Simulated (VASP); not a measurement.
Input of a VASP 6.6.1 run:

Contents of INCAR:

```
SYSTEM = Ga2Ge2O3
PREC = Accurate ; ENCUT = 520
EDIFF = 1E-6 ; ISMEAR = 0
SIGMA = 0.03 ; LREAL = .False.
LASPH = .True. ; NELM = 120
ALGO = Normal ; ISIF = 3
LWAVE = .False. ; LCHARG = .False.
GGA = PE ; IBRION = 2
NSW = 90 ; EDIFFG = -0.01
KPAR = 4
```

KPOINTS

```
Automatic mesh
0
Gamma
  4 4 4
  0 0 0
```

Contents of POSCAR:

```
Ga2Ge2O3
1.0
   -4.0410000000      4.0410000000      4.0410000000
    4.0410000000     -4.0410000000      4.0410000000
    4.0410000000      4.0410000000     -4.0410000000
Ga Ge O
4 4 6
Direct
    0.9304627600      0.9304627600      0.9304627600
    0.0000000000      0.5695372400      0.5000000000
    0.5000000000      0.0000000000      0.5695372400
    0.5695372400      0.5000000000      0.0000000000
    0.5000000000      0.0000000000      0.1450548500
    0.1450548500      0.5000000000      0.0000000000
    0.0000000000      0.1450548500      0.5000000000
    0.3549451500      0.3549451500      0.3549451500
    0.2839025000      0.0339025000      0.2500000000
    0.2160975000      0.4660975000      0.7500000000
    0.7500000000      0.2160975000      0.4660975000
    0.2500000000      0.2839025000      0.0339025000
    0.4660975000      0.7500000000      0.2160975000
    0.0339025000      0.2500000000      0.2839025000
```

Potentials or basis: VASP PAW PBE potentials, release 64 (Ga_d, Ge_d, O).

Launch:

```console
$ cat potpaw_PBE.64/Ga_d/POTCAR potpaw_PBE.64/Ge_d/POTCAR potpaw_PBE.64/O/POTCAR > POTCAR
$ mpirun -np 4 vasp_std > vasp.out
```

Problem. What does it give for the relaxed volume?

Solution. 22.39 Å³/atom.

Problem. Estimate the space group after relaxing (to 0.05 Å).

Solution. I2_13 (No. 199).

Problem. What does it give for the band gap on the k mesh?

Solution. 1.68 eV, indirect (least direct gap 2.14 eV).

The path:
| step | energy change (eV) | largest force (eV/Å) | pressure (GPa) | volume (Å³) |
| --- | --- | --- | --- | --- |
| 1 | 0.0000 | 0.5329 | 1.51 | 263.95 |
| 2 | -0.0494 | 0.5372 | -0.90 | 270.80 |
| 3 | -0.0536 | 0.4900 | -0.42 | 269.26 |
| 4 | -0.1129 | 0.3932 | -0.23 | 270.61 |
| 5 | -0.2340 | 0.3226 | 0.20 | 274.70 |
| 6 | -0.1530 | 0.8609 | 1.54 | 283.00 |
| 7 | -0.2595 | 0.3792 | 0.56 | 277.21 |
| 8 | -0.3332 | 0.3645 | 0.24 | 282.52 |
| 9 | -0.4856 | 0.3231 | -0.75 | 298.77 |
| 10 | -0.4750 | 0.5259 | -2.70 | 333.11 |
| 11 | -0.5406 | 0.3179 | -1.46 | 312.39 |
| 12 | -0.5833 | 0.1428 | -0.74 | 313.00 |
| 13 | -0.5955 | 0.3081 | -0.07 | 313.56 |
| 14 | -0.6046 | 0.2810 | -0.09 | 313.51 |
| 15 | -0.6268 | 0.2032 | -0.09 | 313.39 |
| 16 | -0.6498 | 0.0749 | -0.15 | 313.13 |
| 17 | -0.6513 | 0.1033 | -0.17 | 313.05 |
| 18 | -0.6528 | 0.1051 | 0.25 | 311.33 |
| 19 | -0.6532 | 0.0653 | 0.14 | 311.87 |
| 20 | -0.6549 | 0.0126 | 0.04 | 311.98 |
| 21 | -0.6549 | 0.0107 | 0.06 | 311.98 |
| 22 | -0.6550 | 0.0192 | 0.01 | 312.51 |
| 23 | -0.6551 | 0.0288 | -0.06 | 313.17 |
| 24 | -0.6551 | 0.0186 | -0.07 | 313.30 |
| 25 | -0.6551 | 0.0149 | -0.06 | 313.38 |
| 26 | -0.6552 | 0.0106 | -0.05 | 313.55 |
| 27 | -0.6552 | 0.0133 | -0.04 | 313.45 |
| 28 | -0.6552 | 0.0115 | -0.04 | 313.50 |
| 29 | -0.6552 | 0.0091 | 0.00 | 313.40 |

Caveat: the volume moved by over 15 % at a fixed basis, so the end points are rough. PBE gaps usually lie below the measured ones, often by a third to a half.
